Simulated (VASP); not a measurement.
Method: PBEsol GGA, VASP's PBE PAW potentials (set 64) (plane waves; VASP 6.6.1).

VASP ran on this input.

### INCAR
```
SYSTEM = BN
PREC = Accurate; ENCUT = 600; LREAL = .FALSE.
LASPH = .TRUE.
EDIFF = 1E-7; NELM = 100; ALGO = Normal
ISMEAR = 0; SIGMA = 0.05
GGA = PS
ISIF = 2
LWAVE = .FALSE.; LCHARG = .FALSE.
```

File KPOINTS:
```
Automatic mesh
0
Gamma
12 12 12
0 0 0
```

**POSCAR**
```
BN
1
    0.0000000000     1.8037830982     1.8037830982
    1.8037830982     0.0000000000     1.8037830982
    1.8037830982     1.8037830982    -0.0000000000
B N
1 1
Direct
  0.0000000000   0.0000000000   0.0000000000
  0.2500000000   0.2500000000   0.2500000000
```

POTCAR, in this order: B N (PBE.64 set). Program: vasp_std.

Output of the run:

File OSZICAR:
```
       N       E                     dE             d eps       ncg     rms          rms(c)
DAV:   1     0.121098218794E+02    0.12110E+02   -0.55127E+03  1200   0.111E+03
DAV:   2    -0.190305787306E+02   -0.31140E+02   -0.29519E+02  1560   0.200E+02
DAV:   3    -0.193056472642E+02   -0.27507E+00   -0.27507E+00  1352   0.219E+01
DAV:   4    -0.193059849739E+02   -0.33771E-03   -0.33771E-03  1592   0.671E-01
DAV:   5    -0.193059851247E+02   -0.15083E-06   -0.15083E-06  1296   0.924E-03    0.657E+00
DAV:   6    -0.184582697249E+02    0.84772E+00   -0.31453E+00  1552   0.136E+01    0.327E+00
DAV:   7    -0.183716178559E+02    0.86652E-01   -0.98063E-02  1496   0.296E+00    0.186E+00
DAV:   8    -0.183507507446E+02    0.20867E-01   -0.41465E-02  1320   0.170E+00    0.181E-01
DAV:   9    -0.183507679566E+02   -0.17212E-04   -0.40511E-04  1192   0.236E-01    0.740E-02
DAV:  10    -0.183507838890E+02   -0.15932E-04   -0.73216E-05  1632   0.934E-02    0.133E-02
DAV:  11    -0.183507854613E+02   -0.15724E-05   -0.28504E-06  1344   0.160E-02    0.497E-03
DAV:  12    -0.183507854931E+02   -0.31785E-07   -0.73993E-07  1368   0.728E-03
   1 F= -.18350785E+02 E0= -.18350785E+02  d E =-.920085E-14
```

OUTCAR:
```
------------------------ aborting loop because EDIFF is reached ----------------------------------------
  FORCE on cell =-STRESS in cart. coord.  units (eV):
  Direction    XX          YY          ZZ          XY          YZ          ZX
  --------------------------------------------------------------------------------------
  Total       -0.0205566     -0.0205566     -0.0205566      0.0000000      0.0000000      0.0000000
  in kB       -2.8059399     -2.8059399     -2.8059399      0.0000000      0.0000000      0.0000000
  external PRESSURE =      -2.8059399 kB  Pullay stress =       0.0000000 kB
  volume of cell :       11.74
      direct lattice vectors                 reciprocal lattice vectors
     0.000000000  1.803783098  1.803783098    -0.277195191  0.277195191  0.277195191
     1.803783098  0.000000000  1.803783098     0.277195191 -0.277195191  0.277195191
     1.803783098  1.803783098  0.000000000     0.277195191  0.277195191 -0.277195191
  FREE ENERGIE OF THE ION-ELECTRON SYSTEM (eV)
  ---------------------------------------------------
  free  energy   TOTEN  =       -18.3507854931 eV

  energy  without entropy=      -18.3507854931  energy(sigma->0) =      -18.35078549
```
(Selected blocks of OUTCAR.)

The compound is BN in the zinc blende structure. It was relaxed first.
